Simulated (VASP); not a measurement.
Computed with PBEsol GGA, VASP's PBE PAW potentials (set 64) (plane waves; VASP 6.6.1).

The input files of a VASP run:

**INCAR**
```
ISMEAR = 0   ! Gaussian
LCHARG = .FALSE.
LWAVE = .FALSE.
GGA = PS   ! PBEsol
ICHARG = 11   ! fixed density
LORBIT = 11   ! lm-projected
EDIFF = 1E-7
PREC = Accurate
ENCUT = 400   ! plane-wave cut-off (eV)
LREAL = .FALSE.   ! projection in real space or not
LASPH = .TRUE.   ! aspherical one-centre terms
NELM = 100
ALGO = Normal   ! blocked Davidson
SIGMA = 0.05   ! width (eV)
SYSTEM = YSi
LMAXMIX = 4   ! l cut-off of mixed one-centre charges
```

### KPOINTS
```
k-points along high-symmetry lines
15
Line-mode
Reciprocal
  0.000000   0.000000   0.000000 ! GAMMA
  0.000000   0.500000   0.000000 ! X

  0.000000   0.500000   0.000000 ! X
  0.500000   0.500000   0.000000 ! M

  0.500000   0.500000   0.000000 ! M
  0.000000   0.000000   0.000000 ! GAMMA

  0.000000   0.000000   0.000000 ! GAMMA
  0.500000   0.500000   0.500000 ! R

  0.500000   0.500000   0.500000 ! R
  0.000000   0.500000   0.000000 ! X

  0.500000   0.500000   0.500000 ! R
  0.500000   0.500000   0.000000 ! M
```

**POSCAR**
```
YSi
1
    3.4974327932     0.0000000000    -0.0000000000
   -0.0000000000     3.4974327932    -0.0000000000
    0.0000000000     0.0000000000     3.4974327932
Y Si
1 1
Direct
  0.0000000000   0.0000000000   0.0000000000
  0.5000000000   0.5000000000   0.5000000000
```

POTCAR, in this order: Y_sv Si (PBE.64 set). Program: vasp_std. Read from the step before: CHGCAR.

The resulting files:

### OSZICAR
```
       N       E                     dE             d eps       ncg     rms          rms(c)
DAV:   1     0.269883238612E+02    0.26988E+02   -0.64381E+03  1988   0.101E+03
DAV:   2    -0.121382615036E+02   -0.39127E+02   -0.37180E+02  2328   0.185E+02
DAV:   3    -0.139436372148E+02   -0.18054E+01   -0.17368E+01  2906   0.280E+01
DAV:   4    -0.139948380001E+02   -0.51201E-01   -0.51074E-01  2587   0.495E+00
DAV:   5    -0.139964403780E+02   -0.16024E-02   -0.16018E-02  2864   0.641E-01
DAV:   6    -0.139964608707E+02   -0.20493E-04   -0.20491E-04  2570   0.688E-02
DAV:   7    -0.139964615472E+02   -0.67644E-06   -0.67643E-06  2823   0.791E-03
DAV:   8    -0.139964615516E+02   -0.44188E-08   -0.45395E-08  1886   0.834E-04
   1 F= -.13996462E+02 E0= -.13995103E+02  d E =-.271766E-02
```

### OUTCAR
```
 val. band max:        5.6987392498   @ k =   0.3571   0.5000   0.0000

 cond. band min:       5.7472270353   @ k =   0.0714   0.5000   0.0714



 k-point     1 :       0.0000    0.0000    0.0000
  band No.  band energies     occupation
      1     -36.7076      2.00000
      2     -16.5882      2.00000
      3     -16.5882      2.00000
      4     -16.5882      2.00000
      5      -3.8754      2.00000
      6       4.7788      2.00000
      7       4.7788      2.00000
      8       7.3396      0.00000
      9       7.3396      0.00000
     10       7.3396      0.00000
     11       9.7274      0.00000

 k-point     2 :       0.0000    0.0357    0.0000
  band No.  band energies     occupation
      1     -36.7072      2.00000
      2     -16.5942      2.00000
      3     -16.5877      2.00000
      4     -16.5877      2.00000
      5      -3.8574      2.00000
      6       4.7498      2.00000
      7       4.7895      2.00000
      8       7.3030      0.00000
      9       7.3030      0.00000
     10       7.3199      0.00000
     11       9.7597      0.00000

 k-point     3 :       0.0000    0.0714    0.0000
  band No.  band energies     occupation
      1     -36.7060      2.00000
      2     -16.6119      2.00000
      3     -16.5861      2.00000
      4     -16.5861      2.00000
      5      -3.8035      2.00000
      6       4.6555      2.00000
      7       4.8216      2.00000
      8       7.2012      0.00000
      9       7.2012      0.00000
     10       7.2834      0.00000
     11       9.7540      0.00000

 k-point     4 :       0.0000    0.1071    0.0000
  band No.  band energies     occupation
      1     -36.7040      2.00000
      2     -16.6402      2.00000
      3     -16.5835      2.00000
      4     -16.5835      2.00000
      5      -3.7147      2.00000
      6       4.4808      2.00000
      7       4.8744      2.00000
      8       7.0521      0.00000
      9       7.0521      0.00000
     10       7.2798      0.00000
...
```

The density is held fixed in this step, so its total energy and stress have no physical meaning.

The structure was generated: YSi was put into the CsCl type (Pm-3m), which need not be its known phase. It was relaxed first. The electron count is odd and the run is not spin-polarised, which forces a metal.
